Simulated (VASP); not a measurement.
Level of theory: rev-vdW-DF2, VASP's PBE PAW potentials (set 64) (plane waves; VASP). For the first row: Settings: 520 eV cut-off, 10×10×10 Γ-centred mesh, first-order Methfessel-Paxton smearing of 0.10 eV, potentials Co Si.

```tsv
system	energy (eV/atom)
CoSi2 (fluorite)	-5.0383
Co (hcp)	-4.8871
Si (diamond)	-4.4119
```

The references are the elements' solids at the same level; no temperature or zero-point terms are added.

What is the formation energy per atom of CoSi$_{2}$?

The references average (1×(-4.8871) + 2×(-4.4119))/3 = -4.5703 eV, so the formation energy is -5.0383 − (-4.5703) = -0.468 eV/atom.
